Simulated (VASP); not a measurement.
An input for Ansatz (written as the equivalent of a VASP run, and not itself run):

Ansatz 0.2 input:
```yaml
crystal:
  lattice:
    - [4.1270380, 0.0000000, 0.0000000]
    - [0.0000000, 4.1270380, 0.0000000]
    - [0.0000000, 0.0000000, 4.1270380]
  atoms:
    - { symbol: Na, position: [0.0000000, 0.0000000, 0.0000000] }
    - { symbol: Hg, position: [0.5000000, 0.5000000, 0.5000000] }
    - { symbol: F, position: [0.0000000, 0.5000000, 0.5000000] }
    - { symbol: F, position: [0.5000000, 0.5000000, 0.0000000] }
    - { symbol: F, position: [0.5000000, 0.0000000, 0.5000000] }
kpoints:
  mp_grid: { grid: [4, 4, 4] }
hamiltonian:
  xc: pbe
  pseudopotentials: { kind: paw }
scf:
  occupations: { method: gaussian, width: 0.05 }
  max_iter: 100
output: { forces: true, stress: true, eigenvalues: true }
```

Translate this input to VASP (INCAR, KPOINTS, POSCAR, choice of POTCAR).

This is not unique; one that fits is 
**KPOINTS**
```
Automatic mesh
0
Gamma
4 4 4
0 0 0
```

File POSCAR:
```
NaHgF3
1
    4.1270380000     0.0000000000     0.0000000000
    0.0000000000     4.1270380000     0.0000000000
    0.0000000000     0.0000000000     4.1270380000
Na Hg F
1 1 3
Direct
  0.0000000000   0.0000000000   0.0000000000
  0.5000000000   0.5000000000   0.5000000000
  0.0000000000   0.5000000000   0.5000000000
  0.5000000000   0.5000000000   0.0000000000
  0.5000000000   0.0000000000   0.5000000000
```

### INCAR
```
# general
SYSTEM   =  NaHgF3
PREC     =  Accurate
ENCUT    =  520
LREAL    =  .False.
LASPH    =  .True.

# electronic loop
EDIFF    =  1E-6
NELM     =  100
ALGO     =  Normal
LMAXMIX  =  6

# smearing
ISMEAR   =  0
SIGMA    =  0.05

# functional
GGA      =  PE

# ions
ISIF     =  2

# output
LWAVE    =  .False.
LCHARG   =  .False.
```

POTCAR, in this order: Na_pv Hg F (PBE.64 set). Program: vasp_std.

The two are equivalent in intent, not identical: each code has its own PAW files, so the cut-off isn't converted (ENCUT is set for VASP's; basis.ecutwfc is left out, and Ansatz then takes the one that its files recommend); Ansatz stops its SCF on the density residual and VASP on the energy change (EDIFF).

The structure was generated: NaHgF3 was put into the cubic-perovskite type (Pm-3m), which need not be its known phase. The cell was not relaxed at this level. The k-mesh is coarse (spacing up to 0.38 per Å, 2π included), so the numbers may not be converged in it.
